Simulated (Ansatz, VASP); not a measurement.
# TiTe2: VASP beside Ansatz

One calculation is typed for both programs; each brings its own data sets and cutoff. How far apart do they land? The cell is taken from a series of VASP runs on this material, whose earlier steps may have relaxed, scaled or displaced it; both programs get it as it stands.

Calculated with Ansatz 0.2.0; plane waves, with VASP 6.6.1 beside it; zone-centre phonons at PBE.

## (1) Set-up

The structure is trigonal, space group P-3m1 (No. 164). The conventional cell has a = 3.772 Å, b = 3.772 Å, c = 6.796 Å, α = 90.00°, β = 90.00°, γ = 120.00°. Nearest to Te lie 3 Ti at 2.78 Å. Nearest to Ti lie 6 Te at 2.78 Å. Farther neighbours and most contacts between anions are not listed.

As a file:

```cif
data_structure
_symmetry_space_group_name_H-M 'P 1'
_symmetry_Int_Tables_number 1
_cell_length_a 3.7724
_cell_length_b 3.7724
_cell_length_c 6.7963
_cell_angle_alpha 90.000
_cell_angle_beta 90.000
_cell_angle_gamma 120.000
_cell_volume 83.76
loop_
_atom_site_label
_atom_site_type_symbol
_atom_site_fract_x
_atom_site_fract_y
_atom_site_fract_z
_atom_site_occupancy
Te1 Te 0.33333 0.66667 0.74583 1
Te2 Te 0.66667 0.33333 0.25417 1
Ti3 Ti 0.00000 0.00000 0.00000 1
```

## (2) VASP: zone-centre phonons, PBE

Second derivatives magnify differences that forces hide, and they need a tight electronic threshold.

Lines of VASP's logs that name or quote its potential files are left out, and so is its time.

The input, INCAR:

```
SYSTEM = TiTe2
PREC = Accurate
ENCUT = 450
EDIFF = 1E-08
NELM = 100
ISMEAR = 1
SIGMA = 0.15
LREAL = .FALSE.
ALGO = Normal
GGA = PE
NBANDS = 18
LORBIT = 11
LWAVE = .FALSE.
LCHARG = .FALSE.
KPAR = 4
IBRION = 8
ISIF = 2
```

The input, POSCAR:

```
TiTe2
1.0
    3.7723972524      0.0000000000      0.0000000000
   -1.8861986262      3.2669918538      0.0000000000
    0.0000000000      0.0000000000      6.7963050856
Te Ti
2 1
Direct
    0.3333333333      0.6666666667      0.7458346562
    0.6666666667      0.3333333333      0.2541653438
    0.0000000000      0.0000000000      0.0000000000
```

The input, KPOINTS:

```
Automatic mesh
0
Gamma
12 12 6
0 0 0
```

Potentials, in the order of the species: Te and Ti_sv (PBE family, release 64).

Command:

```console
$ mpirun -np 4 vasp_std
```

Numbers of over 12 decimals in the logs are rounded to 6 here.

Log:

```text
[banner, memory and clock lines left out]
running    4 mpi-ranks, on    1 nodes
 distrk:  each k-point on    1 cores,    4 groups
 distr:  one band on    1 cores,    1 groups

 POSCAR found type information on POSCAR TeTi
 POSCAR found :  2 types and       3 ions
 LDA part: xc-table for (Slater+PW92), standard interpolation
 POSCAR, INCAR and KPOINTS ok, starting setup
 FFT: planning ... GRIDC
 FFT: planning ... GRID_SOFT
 FFT: planning ... GRID
 WAVECAR not read
 entering main loop
       N       E                     dE             d eps       ncg     rms          rms(c)
DAV:   1     0.167163982814E+03    0.16716E+03   -0.10028E+04  3600   0.110E+03
DAV:   2    -0.306900750709E+01   -0.17023E+03   -0.16665E+03  3932   0.288E+02
DAV:   3    -0.180236152371E+02   -0.14955E+02   -0.14591E+02  5680   0.815E+01
DAV:   4    -0.185304726763E+02   -0.50686E+00   -0.50500E+00  4706   0.141E+01
DAV:   5    -0.185496433626E+02   -0.19171E-01   -0.19163E-01  5492   0.254E+00    0.120E+01
DAV:   6    -0.187566857960E+02   -0.20704E+00   -0.41417E+01  4086   0.399E+01    0.153E+01
DAV:   7    -0.164938829785E+02    0.22628E+01   -0.35140E+01  4568   0.348E+01    0.561E+00
DAV:   8    -0.162234200613E+02    0.27046E+00   -0.14397E+00  4144   0.837E+00    0.190E+00
DAV:   9    -0.162457519484E+02   -0.22332E-01   -0.45937E-01  4866   0.434E+00    0.183E+00
DAV:  10    -0.162230755418E+02    0.22676E-01   -0.45993E-01  4386   0.466E+00    0.970E-01
DAV:  11    -0.162145202762E+02    0.85553E-02   -0.49479E-02  4236   0.163E+00    0.431E-01
DAV:  12    -0.162148181378E+02   -0.29786E-03   -0.18042E-03  4104   0.322E-01    0.290E-01
DAV:  13    -0.162145758189E+02    0.24232E-03   -0.87122E-04  4634   0.197E-01    0.940E-02
DAV:  14    -0.162145780083E+02   -0.21895E-05   -0.29148E-05  4074   0.386E-02    0.455E-02
DAV:  15    -0.162145656459E+02    0.12362E-04   -0.24149E-05  4724   0.337E-02    0.341E-02
DAV:  16    -0.162145611327E+02    0.45132E-05   -0.23280E-05  4660   0.318E-02    0.399E-03
DAV:  17    -0.162145612357E+02   -0.10296E-06   -0.67800E-07  4116   0.566E-03    0.212E-03
DAV:  18    -0.162145613978E+02   -0.16212E-06   -0.62038E-08  4372   0.167E-03    0.207E-03
DAV:  19    -0.162145614456E+02   -0.47802E-07   -0.42010E-09  2330   0.484E-04    0.906E-04
DAV:  20    -0.162145614442E+02    0.14284E-08   -0.10419E-08  2246   0.696E-04
   1 F= -.16214561E+02 E0= -.16215189E+02  d E =0.188316E-02
 Linear response reoptimize wavefunctions to high precision
DAV:   1    -0.162145614509E+02   -0.66821E-08   -0.96270E-10  2334   0.229E-04
DAV:   2    -0.162145614509E+02   -0.32742E-10   -0.13541E-10  2196   0.959E-05
 Linear response DOF=           4
 Linear response progress:
  Degree of freedom:   1/  4
       N       E                     dE             d eps       ncg     rms          rms(c)
RMM:   1    -0.431821506790E-01   -0.43182E-01    0.14545E-02 37950   0.107E+00
RMM:   2    -0.418765688039E-01    0.13056E-02   -0.34096E-03 31856   0.325E-01    0.782E-02
RMM:   3    -0.420430325944E-01   -0.16646E-03   -0.81723E-04 37035   0.133E-01    0.436E-02
RMM:   4    -0.421235826023E-01   -0.80550E-04   -0.13437E-04 39149   0.489E-02    0.313E-02
RMM:   5    -0.422597413559E-01   -0.13616E-03   -0.33743E-05 33987   0.317E-02    0.316E-03
RMM:   6    -0.422540380671E-01    0.57033E-05   -0.85294E-06 38527   0.130E-02    0.224E-03
RMM:   7    -0.422546527173E-01   -0.61465E-06   -0.29634E-06 37828   0.626E-03    0.155E-03
RMM:   8    -0.422557751248E-01   -0.11224E-05   -0.39457E-07 38139   0.316E-03    0.643E-04
RMM:   9    -0.422559175119E-01   -0.14239E-06   -0.10306E-06 41247   0.159E-03    0.199E-04
RMM:  10    -0.422556546063E-01    0.26291E-06    0.16112E-07 42154   0.728E-04    0.785E-05
RMM:  11    -0.422556605364E-01   -0.59301E-08   -0.29031E-07 41478   0.392E-04    0.249E-05
RMM:  12    -0.422556373828E-01    0.23154E-07    0.45736E-08 41923   0.234E-04    0.115E-05
RMM:  13    -0.422556595104E-01   -0.22128E-07   -0.14539E-07 40930   0.155E-04    0.371E-06
RMM:  14    -0.422556494651E-01    0.10045E-07    0.19744E-09 42525   0.113E-04    0.142E-06
RMM:  15    -0.422556528057E-01   -0.33406E-08   -0.76234E-08 41995   0.917E-05    0.946E-07
 first order change of Fermi-energy   0.57230E-04
 force on displaced ion       1 direction 1 :  -3.024  -0.000  -0.000
 Linear response progress:
  Degree of freedom:   2/  4
       N       E                     dE             d eps       ncg     rms          rms(c)
RMM:   1    -0.659287123694E-01   -0.65929E-01    0.37235E-02  8573   0.122E+00
RMM:   2    -0.641827802643E-01    0.17459E-02   -0.37282E-03  7523   0.338E-01    0.148E-01
RMM:   3    -0.644175551630E-01   -0.23477E-03   -0.11676E-03  7189   0.235E-01    0.133E-01
RMM:   4    -0.642769476816E-01    0.14061E-03   -0.43951E-04  6936   0.162E-01    0.603E-02
RMM:   5    -0.643072398978E-01   -0.30292E-04   -0.11192E-04  8351   0.584E-02    0.454E-02
RMM:   6    -0.643869340635E-01   -0.79694E-04   -0.30455E-05  7775   0.357E-02    0.535E-03
RMM:   7    -0.643886469340E-01   -0.17129E-05   -0.90499E-06  8783   0.165E-02    0.471E-03
RMM:   8    -0.643891783846E-01   -0.53145E-06   -0.31832E-06  9086   0.758E-03    0.242E-03
RMM:   9    -0.643892363283E-01   -0.57944E-07   -0.20232E-06  8439   0.355E-03    0.116E-03
RMM:  10    -0.643902479218E-01   -0.10116E-05   -0.12391E-06  8644   0.203E-03    0.191E-04
RMM:  11    -0.643902277467E-01    0.20175E-07   -0.57284E-07  8867   0.915E-04    0.116E-04
RMM:  12    -0.643902958407E-01   -0.68094E-07   -0.71322E-07  9275   0.481E-04    0.339E-05
RMM:  13    -0.643902739395E-01    0.21901E-07   -0.12284E-07  9040   0.280E-04    0.275E-05
RMM:  14    -0.643902864520E-01   -0.12513E-07   -0.38643E-07  9042   0.177E-04    0.304E-05
RMM:  15    -0.643902920794E-01   -0.56274E-08    0.28099E-08  8794   0.142E-04    0.496E-06
 first order change of Fermi-energy  -0.91323E-01
 force on displaced ion       1 direction 3 :  -0.000   0.000  -6.884
 Linear response progress:
  Degree of freedom:   3/  4
       N       E                     dE             d eps       ncg     rms          rms(c)
RMM:   1    -0.758161191154E+00   -0.75816E+00    0.11014E+01  8766   0.136E+02
RMM:   2    -0.712722642336E+00    0.45439E-01   -0.44731E-01 15061   0.517E+00    0.200E-01
RMM:   3    -0.709232481285E+00    0.34902E-02   -0.24481E-02 17157   0.113E+00    0.100E-01
RMM:   4    -0.709444293315E+00   -0.21181E-03   -0.15891E-02 20350   0.492E-01    0.384E-02
RMM:   5    -0.710932032187E+00   -0.14877E-02   -0.75200E-04 20511   0.154E-01    0.158E-02
RMM:   6    -0.711403165719E+00   -0.47113E-03   -0.20723E-04 20903   0.660E-02    0.109E-02
RMM:   7    -0.711431463636E+00   -0.28298E-04   -0.37066E-05 20451   0.306E-02    0.268E-03
RMM:   8    -0.711393183840E+00    0.38280E-04   -0.16009E-05 22530   0.156E-02    0.106E-03
RMM:   9    -0.711413409525E+00   -0.20226E-04   -0.65071E-06 22501   0.745E-03    0.296E-04
RMM:  10    -0.711415353060E+00   -0.19435E-05   -0.49242E-06 22698   0.416E-03    0.214E-04
RMM:  11    -0.711424405172E+00   -0.90521E-05   -0.37835E-06 21831   0.268E-03    0.517E-05
RMM:  12    -0.711425078634E+00   -0.67346E-06   -0.33688E-06 23183   0.186E-03    0.355E-05
RMM:  13    -0.711424181619E+00    0.89702E-06   -0.26717E-06 23027   0.142E-03    0.253E-05
RMM:  14    -0.711423993491E+00    0.18813E-06   -0.24516E-06 23249   0.115E-03    0.463E-05
RMM:  15    -0.711424099503E+00   -0.10601E-06   -0.19846E-06 22566   0.976E-04    0.466E-05
RMM:  16    -0.711424370541E+00   -0.27104E-06   -0.17353E-06 22033   0.852E-04    0.439E-05
RMM:  17    -0.711424410299E+00   -0.39758E-07   -0.14945E-06 23393   0.759E-04    0.469E-05
 first order change of Fermi-energy  -0.69218E-03
 force on displaced ion       3 direction 1 :  -3.625   0.000   0.000
 Linear response progress:
  Degree of freedom:   4/  4
       N       E                     dE             d eps       ncg     rms          rms(c)
RMM:   1    -0.748981433532E+00   -0.74898E+00    0.20305E+01  3622   0.141E+02
RMM:   2    -0.703596102245E+00    0.45385E-01   -0.38479E-01  5984   0.456E+00    0.221E-01
RMM:   3    -0.700682546642E+00    0.29136E-02   -0.28410E-02  7035   0.109E+00    0.114E-01
RMM:   4    -0.700980451307E+00   -0.29790E-03   -0.17954E-02  7920   0.468E-01    0.519E-02
RMM:   5    -0.702114378242E+00   -0.11339E-02   -0.66081E-04  8305   0.144E-01    0.252E-02
RMM:   6    -0.702760456088E+00   -0.64608E-03   -0.20588E-04  7592   0.686E-02    0.617E-03
RMM:   7    -0.702747836902E+00    0.12619E-04   -0.64983E-05  8478   0.314E-02    0.304E-03
RMM:   8    -0.702697527286E+00    0.50310E-04   -0.30514E-05  8618   0.165E-02    0.151E-03
RMM:   9    -0.702727221778E+00   -0.29694E-04   -0.19103E-05  8859   0.863E-03    0.667E-04
RMM:  10    -0.702733621392E+00   -0.63996E-05   -0.13851E-05  9005   0.554E-03    0.399E-04
RMM:  11    -0.702745752205E+00   -0.12131E-04   -0.11995E-05  8233   0.414E-03    0.141E-04
RMM:  12    -0.702742607651E+00    0.31446E-05   -0.11055E-05  8927   0.323E-03    0.831E-05
RMM:  13    -0.702742605118E+00    0.25327E-08   -0.11481E-05  9204   0.270E-03    0.104E-04
RMM:  14    -0.702742035001E+00    0.57012E-06   -0.10341E-05  8459   0.238E-03    0.212E-04
[...]
RMM:  27    -0.702743393506E+00   -0.34298E-07   -0.28064E-06  9095   0.861E-04    0.755E-05
RMM:  28    -0.702743406266E+00   -0.12760E-07   -0.27022E-06  8492   0.811E-04    0.852E-05
RMM:  29    -0.702743425821E+00   -0.19555E-07   -0.21815E-06  7468   0.766E-04    0.962E-05
RMM:  30    -0.702743443187E+00   -0.17366E-07   -0.23472E-06  7840   0.724E-04    0.106E-04
RMM:  31    -0.702743466034E+00   -0.22847E-07   -0.19113E-06  7724   0.687E-04    0.115E-04
RMM:  32    -0.702743474047E+00   -0.80136E-08   -0.19216E-06  7728   0.652E-04    0.124E-04
RMM:  33    -0.702743484795E+00   -0.10747E-07   -0.14230E-06  8618   0.621E-04    0.129E-04
RMM:  34    -0.702743499400E+00   -0.14605E-07   -0.16525E-06  7961   0.591E-04    0.136E-04
 first order change of Fermi-energy   0.62092E-03
 force on displaced ion       3 direction 3 :   0.000   0.000 -10.026
 Linear response finished
```

OUTCAR, selected parts (step 2):

```text
ion  position               nearest neighbor table
   1  0.333  0.667  0.746-   3 2.78   3 2.78   3 2.78
   2  0.667  0.333  0.254-   3 2.78   3 2.78   3 2.78
   3  0.000  0.000  0.000-   1 2.78   2 2.78   2 2.78   1 2.78   2 2.78   1 2.78

  LATTYP: Found a hexagonal cell.
 ALAT       =     3.7723972524
 C/A-ratio  =     1.8015878580

 Subroutine GETGRP returns: Found 12 space group operations
 (whereof 12 operations were pure point group operations)

The static configuration has the point symmetry D_3d.

 Found    100 irreducible k-points:

   k-points           NKPTS =    100   k-points in BZ     NKDIM =    100   number of bands    NBANDS=     18

   dimension x,y,z NGX =    28 NGY =   28 NGZ =   48
   dimension x,y,z NGXF=    56 NGYF=   56 NGZF=   96

   ENCUT  =  450.0 eV  33.07 Ry    5.75 a.u.   6.52  6.52 11.76*2*pi/ulx,y,z

   NELECT =      24.0000    total number of electrons

 k-points in reciprocal lattice and weights: Automatic mesh
   0.00000000  0.00000000  0.00000000       0.001
   0.08333333  0.00000000  0.00000000       0.007
   0.16666667  0.00000000  0.00000000       0.007
   0.25000000  0.00000000  0.00000000       0.007
   0.33333333  0.00000000  0.00000000       0.007
   0.41666667  0.00000000  0.00000000       0.007
   0.50000000  0.00000000  0.00000000       0.003
   0.08333333  0.08333333  0.00000000       0.007
   0.16666667  0.08333333  0.00000000       0.014
[...]
0.33333333  0.25000000  0.50000000       0.014
   0.33333333  0.33333333  0.50000000       0.002

 average (electrostatic) potential at core
       1 -87.8120       2 -87.8120       3 -75.2877

  Total       -0.0042289     -0.0042289      0.0063106      0.0000000      0.0000000     -0.0000000
  in kB       -0.0808917     -0.0808917      0.1207105      0.0000000      0.0000000     -0.0000000
  external PRESSURE =      -0.0136909 kB  Pullay stress =       0.0000000 kB

  energy-cutoff  :      450.00
  volume of cell :       83.76
      direct lattice vectors                 reciprocal lattice vectors
     3.772397252  0.000000000  0.000000000     0.265083429  0.153045989  0.000000000
    -1.886198626  3.266991854  0.000000000     0.000000000  0.306091978  0.000000000
     0.000000000  0.000000000  6.796305086     0.000000000  0.000000000  0.147138774

 POSITION                                       TOTAL-FORCE (eV/Angst)
 -----------------------------------------------------------------------------------
     -0.00000      2.17799      5.06892         0.000000      0.000000     -0.000312
      1.88620      1.08900      1.72739        -0.000000     -0.000000      0.000312
      0.00000      0.00000      0.00000        -0.000000      0.000000      0.000000
 -----------------------------------------------------------------------------------
    total drift:                                0.000000      0.000000      0.000000

 Eigenvectors and eigenvalues of the dynamical matrix
 ----------------------------------------------------

   1 f  =    7.796470 THz    48.986666 2PiTHz  260.062248 cm-1    32.243595 meV
             X         Y         Z           dx          dy          dz
     -0.000000  2.177995  5.068920     0.000000   -0.000000   -0.281161
      1.886199  1.088997  1.727385    -0.000000   -0.000000   -0.281161
      0.000000  0.000000  0.000000     0.000000    0.000000    0.917550

   2 f  =    4.686965 THz    29.449072 2PiTHz  156.340338 cm-1    19.383723 meV
             X         Y         Z           dx          dy          dz
     -0.000000  2.177995  5.068920    -0.000001   -0.280758   -0.000000
      1.886199  1.088997  1.727385    -0.000001   -0.280758   -0.000000
      0.000000  0.000000  0.000000     0.000004    0.917796    0.000000

   3 f  =    4.686965 THz    29.449072 2PiTHz  156.340338 cm-1    19.383723 meV
             X         Y         Z           dx          dy          dz
     -0.000000  2.177995  5.068920     0.280758   -0.000001   -0.000000
      1.886199  1.088997  1.727385     0.280758   -0.000001    0.000000
      0.000000  0.000000  0.000000    -0.917796    0.000004    0.000000

   4 f  =    4.093771 THz    25.721923 2PiTHz  136.553507 cm-1    16.930470 meV
             X         Y         Z           dx          dy          dz
     -0.000000  2.177995  5.068920    -0.000000    0.000000   -0.707107
      1.886199  1.088997  1.727385    -0.000000    0.000000    0.707107
      0.000000  0.000000  0.000000     0.000000    0.000000    0.000000

   5 f  =    2.849559 THz    17.904305 2PiTHz   95.051043 cm-1    11.784822 meV
             X         Y         Z           dx          dy          dz
     -0.000000  2.177995  5.068920    -0.000001   -0.707107   -0.000000
      1.886199  1.088997  1.727385     0.000001    0.707107    0.000000
      0.000000  0.000000  0.000000    -0.000000    0.000000    0.000000

   6 f  =    2.849559 THz    17.904305 2PiTHz   95.051043 cm-1    11.784822 meV
             X         Y         Z           dx          dy          dz
     -0.000000  2.177995  5.068920     0.707107   -0.000001   -0.000000
      1.886199  1.088997  1.727385    -0.707107    0.000001    0.000000
      0.000000  0.000000  0.000000     0.000000   -0.000000    0.000000

   7 f/i=    0.001333 THz     0.008375 2PiTHz    0.044461 cm-1     0.005512 meV
             X         Y         Z           dx          dy          dz
     -0.000000  2.177995  5.068920     0.000000    0.000000    0.648806
      1.886199  1.088997  1.727385     0.000000    0.000000    0.648806
      0.000000  0.000000  0.000000     0.000000    0.000000    0.397621

   8 f/i=    0.002105 THz     0.013227 2PiTHz    0.070217 cm-1     0.008706 meV
             X         Y         Z           dx          dy          dz
     -0.000000  2.177995  5.068920    -0.416844   -0.497409   -0.000000
      1.886199  1.088997  1.727385    -0.416844   -0.497409    0.000000
      0.000000  0.000000  0.000000    -0.255029   -0.304320    0.000000

   9 f/i=    0.002105 THz     0.013227 2PiTHz    0.070217 cm-1     0.008706 meV
             X         Y         Z           dx          dy          dz
     -0.000000  2.177995  5.068920     0.497409   -0.416844   -0.000000
      1.886199  1.088997  1.727385     0.497409   -0.416844    0.000000
      0.000000  0.000000  0.000000     0.304320   -0.255029    0.000000

 ELASTIC MODULI CONTR FROM IONIC RELAXATION (kBar)
 Direction    XX          YY          ZZ          XY          YZ          ZX
 --------------------------------------------------------------------------------
 XX        -226.3275   -151.2810   -378.2868      0.0000   -128.8966      0.0000
 YY        -151.2810   -226.3275   -378.2868     -0.0000    128.8966     -0.0000
 ZZ        -378.2868   -378.2868   -757.9325      0.0000      0.0000      0.0000
 XY           0.0000     -0.0000      0.0000    -37.5233      0.0000   -107.9736
 YZ        -128.8966    128.8966      0.0000      0.0000   -442.7740      0.0000
 ZX           0.0000     -0.0000      0.0000   -107.9736      0.0000   -310.6952
 --------------------------------------------------------------------------------
```

This run has no spin polarisation, so a moment on Ti, if there is one, isn't seen. Energies printed during the response cycles are not total energies of the cell.

(Continued in part 2 of 2.)

[Lines on the potential files, build, host, timing and source positions are cut from VASP's logs without a mark.]

[Logs are printed without paths, hosts, clocks, repeated set-up lines and the standing remarks that a program may print on its own settings, such as how far it seeks lower states.]

[Hosts, paths, dates, database ids (printed as entryN), source tags and the programs' standing remarks are cut or masked in the printed files.]
